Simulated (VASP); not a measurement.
# Which face does Rh expose?, part 2 of 5

How do surface energy, work function and relaxation of Rh depend on the face?

VASP 6.6.1; PBEsol; plane waves and PAW (Rh).

So far. Step 3 (The bulk reference, job self-consistent run, k-mesh …): The run ends at a pressure of -1.07 GPa.

**4. Relaxing the slab, 7 atoms, face Rh(111)**

System of this step: Rh(111). The cell holds 7 atoms: 7 Rh. Its edges and angles: a = 2.669 Å, b = 2.669 Å, c = 28.075 Å, α = 90.0°, β = 90.0°, γ = 60.0°. It derives from Rh. 7 layers of fcc Rh, cut at this functional's lattice. Vacuum lies along c.

All atoms relax at the fixed cell.

INCAR reads:

```
SYSTEM = Rh
PREC = Normal
ENCUT = 320
EDIFF = 1E-05
NELM = 120
ISMEAR = 1
SIGMA = 0.15
LREAL = .FALSE.
ALGO = Fast
GGA = PS
NBANDS = 39
LASPH = .TRUE.
LORBIT = 11
LWAVE = .FALSE.
LCHARG = .FALSE.
KPAR = 4
IBRION = 2
NSW = 40
ISIF = 2
EDIFFG = -0.03
POTIM = 0.4
MAXMIX = 40
```

POSCAR reads:

```
Rh
1.0
    2.6689205601      0.0000000000      0.0000000000
    1.3344602801      2.3113530057      0.0000000000
    0.0000000000      0.0000000000     28.0749870726
Rh
7
Direct
    0.0000000000      0.0000000000      0.2671417100
    0.3333333300      0.3333333300      0.3447611400
    0.6666666700      0.6666666700      0.4223805700
    0.0000000000      0.0000000000      0.5000000000
    0.3333333300      0.3333333300      0.5776194300
    0.6666666700      0.6666666700      0.6552388600
    0.0000000000      0.0000000000      0.7328582900
```

KPOINTS reads:

```
Automatic mesh
0
Gamma
15 15 1
0 0 0
```

The projector-augmented-wave data sets are Rh (PBE family, release 64).

Started as:

```bash
mpirun -np 4 vasp_std
```

The program printed:

```text
[banner, memory and clock lines left out]
running    4 mpi-ranks, on    1 nodes
 distrk:  each k-point on    1 cores,    4 groups
 distr:  one band on    1 cores,    1 groups

 POSCAR found type information on POSCAR Rh
 POSCAR found :  1 types and       7 ions
 [... a notice as in an earlier step ...]

 LDA part: xc-table for (Slater+PW92), standard interpolation
 POSCAR, INCAR and KPOINTS ok, starting setup
 FFT: planning ... GRIDC
 FFT: planning ... GRID_SOFT
 FFT: planning ... GRID
 WAVECAR not read
 entering main loop
       N       E                     dE             d eps       ncg     rms          rms(c)
DAV:   1     0.307546289391E+03    0.30755E+03   -0.23131E+04  2127   0.998E+02
DAV:   2    -0.427881330167E+02   -0.35033E+03   -0.32748E+03  2423   0.265E+02
DAV:   3    -0.587593945243E+02   -0.15971E+02   -0.14971E+02  2793   0.520E+01
DAV:   4    -0.595229157040E+02   -0.76352E+00   -0.71914E+00  2615   0.105E+01
DAV:   5    -0.595635653018E+02   -0.40650E-01   -0.40429E-01  3042   0.206E+00    0.294E+01
RMM:   6    -0.573842402440E+02    0.21793E+01   -0.11833E+01  2140   0.190E+01    0.162E+01
RMM:   7    -0.125359670659E+03   -0.67975E+02   -0.65704E+01  3088   0.294E+01    0.538E+01
RMM:   8    -0.794405659262E+02    0.45919E+02   -0.20442E+01  2404   0.139E+01    0.355E+01
RMM:   9    -0.675071032443E+02    0.11933E+02   -0.11373E+01  2317   0.131E+01    0.290E+01
RMM:  10    -0.566905865119E+02    0.10817E+02   -0.99836E+00  2367   0.106E+01    0.119E+01
RMM:  11    -0.555063595176E+02    0.11842E+01   -0.15639E+00  2337   0.380E+00    0.624E+00
RMM:  12    -0.553126817724E+02    0.19368E+00   -0.28398E-01  2480   0.139E+00    0.430E+00
RMM:  13    -0.552422627388E+02    0.70419E-01   -0.76899E-02  2329   0.748E-01    0.289E+00
RMM:  14    -0.552402989167E+02    0.19638E-02   -0.24635E-02  2730   0.313E-01    0.273E+00
RMM:  15    -0.552229602167E+02    0.17339E-01   -0.29689E-02  2420   0.509E-01    0.170E+00
RMM:  16    -0.552121998822E+02    0.10760E-01   -0.67728E-02  2511   0.623E-01    0.114E+00
RMM:  17    -0.552068697723E+02    0.53301E-02   -0.22859E-02  2325   0.560E-01    0.861E-01
RMM:  18    -0.552037239885E+02    0.31458E-02   -0.83417E-03  2233   0.251E-01    0.556E-01
RMM:  19    -0.552034728289E+02    0.25116E-03   -0.12360E-03  2497   0.972E-02    0.492E-01
RMM:  20    -0.552013826019E+02    0.20902E-02   -0.88222E-04  2223   0.900E-02    0.858E-02
RMM:  21    -0.552014962280E+02   -0.11363E-03   -0.48588E-04  2313   0.516E-02    0.101E-01
RMM:  22    -0.552014072030E+02    0.89025E-04   -0.76505E-05  2080   0.397E-02    0.226E-02
RMM:  23    -0.552014260074E+02   -0.18804E-04   -0.53948E-05  1762   0.275E-02    0.557E-02
RMM:  24    -0.552014318354E+02   -0.58280E-05   -0.22014E-06  1253   0.134E-02
   1 F= -.55201432E+02 E0= -.55201480E+02  d E =-.552014E+02
 curvature:   0.00 expect dE= 0.000E+00 dE for cont linesearch  0.000E+00
 trial: gam= 0.00000 g(F)=  0.203E-01 g(S)=  0.000E+00 ort = 0.000E+00 (trialstep = 0.100E+01)
 search vector abs. value=  0.203E-01
 bond charge predicted
       N       E                     dE             d eps       ncg     rms          rms(c)
DAV:   1    -0.552157013972E+02   -0.14275E-01   -0.37560E+00  2134   0.803E+00    0.401E-01
RMM:   2    -0.552357761578E+02   -0.20075E-01   -0.32509E-02  2178   0.994E-01    0.159E+00
RMM:   3    -0.552177175405E+02    0.18059E-01   -0.75614E-03  2163   0.419E-01    0.387E-01
RMM:   4    -0.552178719047E+02   -0.15436E-03   -0.22911E-03  2240   0.199E-01    0.366E-01
RMM:   5    -0.552172881675E+02    0.58374E-03   -0.87720E-04  2504   0.867E-02    0.252E-01
RMM:   6    -0.552168893080E+02    0.39886E-03   -0.33538E-04  2191   0.464E-02    0.123E-01
RMM:   7    -0.552167817051E+02    0.10760E-03   -0.24292E-04  2188   0.430E-02    0.191E-02
RMM:   8    -0.552167832143E+02   -0.15092E-05   -0.55972E-05  1369   0.188E-02
   2 F= -.55216783E+02 E0= -.55217416E+02  d E =-.153514E-01
[... from here on, the cycles between the ionic steps are left out ...]
   3 F= -.55221167E+02 E0= -.55222220E+02  d E =-.197351E-01
   4 F= -.55221297E+02 E0= -.55222418E+02  d E =-.198651E-01
   5 F= -.55222375E+02 E0= -.55223592E+02  d E =-.107838E-02
   6 F= -.55222550E+02 E0= -.55223823E+02  d E =-.125294E-02
   7 F= -.55222543E+02 E0= -.55223805E+02  d E =-.124604E-02
   8 F= -.55222551E+02 E0= -.55223818E+02  d E =-.125373E-02
   9 F= -.55222993E+02 E0= -.55224260E+02  d E =-.441866E-03
 ZBRENT: can't locate minimum, use default step
 trial-energy change:   -0.000442  1 .order   -0.000429   -0.000474   -0.000383
 step:   5.1775(harm=  6.7664)  dis= 0.01283  next Energy=   -55.223790 (dE=-0.124E-02)
 bond charge predicted
       N       E                     dE             d eps       ncg     rms          rms(c)
DAV:   1    -0.552237212115E+02   -0.72783E-03   -0.12803E+00  2106   0.466E+00    0.192E-01
RMM:   2    -0.552237566260E+02   -0.35414E-04   -0.54783E-03  2120   0.549E-01    0.988E-03
RMM:   3    -0.552238618003E+02   -0.10517E-03   -0.70884E-04  2142   0.193E-01    0.490E-03
RMM:   4    -0.552238867366E+02   -0.24936E-04   -0.17553E-04  2225   0.758E-02    0.443E-03
RMM:   5    -0.552239013498E+02   -0.14613E-04   -0.40429E-05  1474   0.322E-02    0.455E-03
RMM:   6    -0.552239045732E+02   -0.32233E-05   -0.72085E-06  1074   0.128E-02
  10 F= -.55223905E+02 E0= -.55225182E+02  d E =-.135393E-02
 curvature:  -4.01 expect dE=-0.516E-03 dE for cont linesearch -0.136E-03
 trial: gam= 0.02883 g(F)=  0.128E-03 g(S)=  0.000E+00 ort = 0.127E-03 (trialstep = 0.207E+01)
 search vector abs. value=  0.136E-03
 reached required accuracy - stopping structural energy minimisation
```

Wall time 2 min (4 MPI ranks of AMD EPYC 7R43, shared host); peak memory 0.64 GiB; 8.1 min of CPU time.

From OUTCAR (step 4):

```text
  LATTYP: Found a hexagonal cell.
 ALAT       =     2.6689205601
 C/A-ratio  =    10.5192291941

 Subroutine GETGRP returns: Found 12 space group operations
 (whereof 12 operations were pure point group operations)

The static configuration has the point symmetry D_3d.

 Found     27 irreducible k-points:

   k-points           NKPTS =     27   k-points in BZ     NKDIM =     27   number of bands    NBANDS=     39

   dimension x,y,z NGX =    12 NGY =   12 NGZ =  126
   dimension x,y,z NGXF=    24 NGYF=   24 NGZF=  252

   ENCUT  =  320.0 eV  23.52 Ry    4.85 a.u.   3.89  3.89 40.95*2*pi/ulx,y,z

   NELECT =      63.0000    total number of electrons

 E-fermi :   4.1214

 k-point     1 :       0.0000    0.0000    0.0000
  band No.  band energies     occupation
    ...
     33       3.3163      2.00000
     34       3.5007      2.00000
     35       3.5007      2.00000
     36       4.0077      1.95665
     37       4.0077      1.95665
     38       4.4503     -0.00816
     39       4.6693     -0.00000

 k-point     2 :       0.0667    0.0000    0.0000
  band No.  band energies     occupation
    ...
     34       3.5243      2.00000
     35       3.5796      2.00000
     36       3.7405      2.00194
     37       3.9929      2.00626
     38       4.0165      1.91909
     39       4.4595     -0.00647

  Total       -3.0177989     -3.0177989     -0.9024922     -0.0000000      0.0000000     -0.0000000
  in kB      -27.9176842    -27.9176842     -8.3489628     -0.0000000      0.0000000     -0.0000000
  external PRESSURE =     -21.3947770 kB  Pullay stress =       0.0000000 kB

  energy-cutoff  :      320.00
  volume of cell :      173.19
      direct lattice vectors                 reciprocal lattice vectors
     2.668920560  0.000000000  0.000000000     0.374683314 -0.216323512  0.000000000
     1.334460280  2.311353006  0.000000000     0.000000000  0.432647024  0.000000000
     0.000000000  0.000000000 28.074987073     0.000000000  0.000000000  0.035618894

 POSITION                                       TOTAL-FORCE (eV/Angst)
 -----------------------------------------------------------------------------------
      4.00338      2.31135      7.54474         0.000000     -0.000000     -0.002228
      1.33446      0.77045      9.67677        -0.000000     -0.000000      0.028604
      2.66892      1.54090     11.84110        -0.000000      0.000000      0.029002
      4.00338      2.31135     14.03749         0.000000     -0.000000      0.000000
      1.33446      0.77045     16.23388         0.000000     -0.000000     -0.029002
      2.66892      1.54090     18.39822         0.000000      0.000000     -0.028604
      0.00000      0.00000     20.53024        -0.000000      0.000000      0.002228
 -----------------------------------------------------------------------------------
    total drift:                                0.000000      0.000000     -0.000000

  FREE ENERGIE OF THE ION-ELECTRON SYSTEM (eV)
  ---------------------------------------------------
  free  energy   TOTEN  =       -55.2239045732 eV

  energy  without entropy=      -55.2277363011  energy(sigma->0) =      -55.22518182

 total charge
# of ion       s       p       d       tot
------------------------------------------
    1        0.489   0.471   7.362   8.321
    2        0.505   0.630   7.368   8.503
    3        0.504   0.616   7.368   8.488
    4        0.502   0.607   7.365   8.474
    5        0.504   0.616   7.368   8.488
    6        0.505   0.630   7.368   8.503
    7        0.489   0.471   7.362   8.321
--------------------------------------------------
tot          3.497   4.040  51.561  59.098

[... 1 part as in an earlier step ...]

[... 7 further parts left out ...]
```

CONTCAR:

```
Rh
   1.00000000000000
     2.6689205601000001    0.0000000000000000    0.0000000000000000
     1.3344602801000001    2.3113530057000000    0.0000000000000000
     0.0000000000000000    0.0000000000000000   28.0749870725999990
  Rh
     7
Direct
     1.0000000000000000    1.0000000000000000    0.2687354647448412
     0.3333333300000021    0.3333333300000021    0.3446757572539471
     0.6666666699999979    0.6666666699999979    0.4217669997640919
     1.0000000000000000    1.0000000000000000    0.5000000000000000
     0.3333333300000021    0.3333333300000021    0.5782330002359083
     0.6666666699999979    0.6666666699999979    0.6553242427460528
     0.0000000000000000    0.0000000000000000    0.7312645352551588
```

The run keeps the 12 symmetry operations of its start, so it cannot find a distortion of lower symmetry.

The steps of the relaxation:

| step | energy less that of the first step (eV) | largest force (eV/Å) |
| --- | --- | --- |
| 1 | 0.0000 | 0.3923 |
| 2 | -0.0154 | 0.2080 |
| 3 | -0.0197 | 0.0878 |
| 4 | -0.0199 | 0.1115 |
| 5 | -0.0209 | 0.0446 |
| 6 | -0.0211 | 0.0536 |
| 7 | -0.0211 | 0.0505 |
| 8 | -0.0211 | 0.0498 |
| 9 | -0.0216 | 0.0389 |
| 10 | -0.0225 | 0.0290 |

The atoms that moved most (Å):

| atom | dx | dy | dz | length |
| --- | --- | --- | --- | --- |
| Rh7 | 0.000 | 0.000 | -0.045 | 0.045 |
| Rh1 | 0.000 | 0.000 | 0.045 | 0.045 |
| Rh3 | 0.000 | 0.000 | -0.017 | 0.017 |
| Rh5 | 0.000 | 0.000 | 0.017 | 0.017 |

The relaxed structure:

```xyz
7
Lattice="2.6689 0.0000 0.0000 1.3345 2.3114 0.0000 0.0000 0.0000 28.0750" Properties=species:S:1:pos:R:3
Rh    0.0000    0.0000    7.5447
Rh    1.3345    0.7705    9.6768
Rh    2.6689    1.5409   11.8411
Rh    0.0000    0.0000   14.0375
Rh    1.3345    0.7705   16.2339
Rh    2.6689    1.5409   18.3982
Rh    0.0000    0.0000   20.5302
```

This step gave:

* electronic cycles: 64
* electrons: 63
* free energy (TOTEN): -55.2239 eV
* energy at zero smearing: -55.2252 eV
* Fermi energy: 4.121 eV

The run ended after 10 ionic steps, 0.022 eV below its first step, once the forces on the free atoms met EDIFFG = -0.03.

[end of part 2 of 5]

[Lines on the potential files, build, host, timing and source positions are cut from VASP's logs without a mark.]

[Logs are printed without paths, hosts, clocks, repeated set-up lines and the standing remarks that a program may print on its own settings, such as how far it seeks lower states.]

[Hosts, paths, dates, database ids (printed as entryN), source tags and the programs' standing remarks are cut or masked in the printed files.]

[Runs that stopped without an error message from VASP are left out.]
